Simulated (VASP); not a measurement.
Output of a VASP run:

### OSZICAR
```
       N       E                     dE             d eps       ncg     rms          rms(c)
DAV:   1     0.160083058910E+03    0.16008E+03   -0.15015E+04  1328   0.444E+03
DAV:   2     0.108619202236E+02   -0.14922E+03   -0.14618E+03  1260   0.538E+02
DAV:   3    -0.786946632566E+01   -0.18731E+02   -0.18574E+02  1372   0.142E+02
DAV:   4    -0.839286173457E+01   -0.52340E+00   -0.52225E+00  1464   0.273E+01
DAV:   5    -0.840071132150E+01   -0.78496E-02   -0.78485E-02  1390   0.342E+00    0.428E+00
DAV:   6    -0.829000097307E+01    0.11071E+00   -0.41936E-02  1500   0.129E+00    0.255E+00
DAV:   7    -0.822527795204E+01    0.64723E-01   -0.98296E-02  1448   0.250E+00    0.178E-01
DAV:   8    -0.822676289358E+01   -0.14849E-02   -0.58437E-03  1374   0.713E-01    0.673E-02
DAV:   9    -0.822708108589E+01   -0.31819E-03   -0.40253E-04  1368   0.115E-01    0.173E-02
DAV:  10    -0.822708127817E+01   -0.19228E-06   -0.72519E-06  1344   0.289E-02
   1 F= -.13745668E+01 E0= -.13745656E+01  d E =-.137457E+01
       N       E                     dE             d eps       ncg     rms          rms(c)
DAV:   1    -0.818878739971E+01    0.38294E-01   -0.38867E-01  1658   0.140E+01    0.103E+00
DAV:   2    -0.816714337384E+01    0.21644E-01   -0.29213E-02  1636   0.407E+00    0.503E-01
DAV:   3    -0.816032530367E+01    0.68181E-02   -0.10588E-02  1672   0.212E+00    0.131E-01
DAV:   4    -0.815986636022E+01    0.45894E-03   -0.13988E-03  1622   0.827E-01    0.265E-02
DAV:   5    -0.815984491135E+01    0.21449E-04   -0.12516E-04  1394   0.250E-01    0.214E-02
DAV:   6    -0.815984642591E+01   -0.15146E-05   -0.81991E-06  1596   0.591E-02    0.942E-04
DAV:   7    -0.815984663861E+01   -0.21270E-06   -0.32902E-07   722   0.946E-03
   2 F= -.13736082E+01 E0= -.13736055E+01  d E =0.958562E-03
       N       E                     dE             d eps       ncg     rms          rms(c)
DAV:   1    -0.822626130951E+01   -0.66415E-01   -0.21982E-01  1660   0.108E+01    0.759E-01
DAV:   2    -0.821434905704E+01    0.11912E-01   -0.15897E-02  1636   0.294E+00    0.375E-01
DAV:   3    -0.821053156854E+01    0.38175E-02   -0.61461E-03  1676   0.160E+00    0.944E-02
DAV:   4    -0.821025038921E+01    0.28118E-03   -0.82351E-04  1622   0.641E-01    0.190E-02
DAV:   5    -0.821024277976E+01    0.76094E-05   -0.81354E-05  1426   0.203E-01    0.165E-02
DAV:   6    -0.821024090657E+01    0.18732E-05   -0.59167E-06  1532   0.515E-02    0.796E-04
DAV:   7    -0.821024078166E+01    0.12491E-06   -0.23872E-07   692   0.780E-03
   3 F= -.13746987E+01 E0= -.13746972E+01  d E =-.131859E-03
```

**OUTCAR**
```
------------------------ aborting loop because EDIFF is reached ----------------------------------------
  FORCE on cell =-STRESS in cart. coord.  units (eV):
  Direction    XX          YY          ZZ          XY          YZ          ZX
  --------------------------------------------------------------------------------------
  Total        6.8521887      6.8521887      6.8521887     -0.0000000      0.0000000      0.0000000
  in kB      300.7305899    300.7305899    300.7305899     -0.0000000      0.0000000      0.0000000
  external PRESSURE =       0.7305899 kB  Pullay stress =     300.0000000 kB
  volume of cell :       36.51
      direct lattice vectors                 reciprocal lattice vectors
     0.000000000  2.632959014  2.632959014    -0.189900411  0.189900411  0.189900411
     2.632959014  0.000000000  2.632959014     0.189900411 -0.189900411  0.189900411
     2.632959014  2.632959014  0.000000000     0.189900411  0.189900411 -0.189900411
 POSITION                                       TOTAL-FORCE (eV/Angst)
 -----------------------------------------------------------------------------------
      0.00000      0.00000      0.00000         0.000000      0.000000      0.000000
      1.31648      1.31648      1.31648        -0.000000     -0.000000     -0.000000
 -----------------------------------------------------------------------------------
    total drift:                                0.000000      0.000000      0.000000
  FREE ENERGIE OF THE ION-ELECTRON SYSTEM (eV)
  ---------------------------------------------------
  free  energy   TOTEN  =        -8.2102407817 eV

  energy  without entropy=       -8.2102379225  energy(sigma->0) =       -8.21023935
  enthalpy is  TOTEN    =        -1.3746986594 eV   P V=        6.8355421222

 reached required accuracy - stopping structural energy minimisation
```
(Selected blocks of OUTCAR.)

**POSCAR**
```
Ge
1
    0.0000000000     2.6351363869     2.6351363869
    2.6351363869     0.0000000000     2.6351363869
    2.6351363869     2.6351363869    -0.0000000000
Ge
2
Direct
  0.0000000000   0.0000000000   0.0000000000
  0.2500000000   0.2500000000   0.2500000000
```

Write an INCAR and KPOINTS that could have produced this output.

This is not unique; one that fits is the input of the run itself, PBE GGA, plane waves, VASP's PBE PAW potentials (set 64).

**KPOINTS**
```
Automatic mesh
0
Gamma
9 9 9
0 0 0
```

### INCAR
```
LCHARG = .FALSE.
ALGO = Normal
GGA = PE   ! PBE
EDIFF = 1E-6   ! SCF stop (eV)
IBRION = 2
ENCUT = 500   ! plane-wave cut-off (eV)
PSTRESS = 300   ! kbar
LWAVE = .FALSE.
ISIF = 3   ! ions, shape and volume
LREAL = .FALSE.   ! projection in real space or not
PREC = Accurate
LASPH = .TRUE.
SIGMA = 0.05   ! width (eV)
EDIFFG = -0.02
LMAXMIX = 4
ISMEAR = 0
NELM = 100   ! most electronic steps
NSW = 40   ! most ionic steps
SYSTEM = Ge
```

POTCAR, in this order: Ge_d (PBE.64 set). Program: vasp_std.

The compound is Ge in the diamond structure. This run relaxes it under an external pressure of 30 GPa. Symmetry was kept, so distortions that lower it aren't found.
